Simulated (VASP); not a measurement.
Take CdTe (zinc blende), against free atoms with fixed spin and no zero-point term, in VASP with PAW potentials, and its cohesive energy.

One run gives 2.23 eV/atom. Which level is it?
A) r2SCAN
B) HSE06
C) LDA
D) PBE

A, r2SCAN.  The others give 2.04 (PBE), 2.78 (LDA), 2.12 (HSE06).

Only levels that ran to the end are used. Left out are those held back, those with too coarse a band path, GW runs whose mesh misses a band edge, hybrids' fits of cells that aren't cubic and levels without matching references; a question may draw on a part of the rest.
